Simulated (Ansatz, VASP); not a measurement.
## Sr3Be4 in VASP and in Ansatz

```
Sr Be
1.0
     6.32104    0.00000    0.00000
     0.00000    6.32104    0.00000
     0.00000    0.00000    6.32104
Sr Be
3 4
Direct
  0.00000 0.50000 0.50000
  0.50000 0.00000 0.50000
  0.50000 0.50000 0.00000
  0.50000 0.00000 0.00000
  0.00000 0.50000 0.00000
  0.00000 0.00000 0.50000
  0.50000 0.50000 0.50000
```

Alike in both runs: functional PBE; k mesh 6 × 6 × 6; occupations gaussian, width 0.1 eV; no spin polarisation.

Ansatz relaxed the structure, and its values are those at the end. VASP's run is a single point on that final structure, the one shown.

|  | VASP | Ansatz |
| --- | --- | --- |
| version | VASP 6.6.1 | Ansatz 0.2.0 |
| potentials or method | VASP PAW PBE potentials, release 64 (Sr_sv, Be) | scalar-relativistic, plane waves, PAW |
| plane-wave cutoff (eV) | 520 | 420 |
| valence electrons in the cell | 38 | 38 |

|  | VASP | Ansatz | Ansatz less VASP |
| --- | --- | --- | --- |
| gap on the k mesh at the Fermi level (eV) | none | none | - |
| pressure (GPa) | 0.0 | 0.0 | -0.02 |

A gap of «none» marks a metal or a gap that the smearing closes.
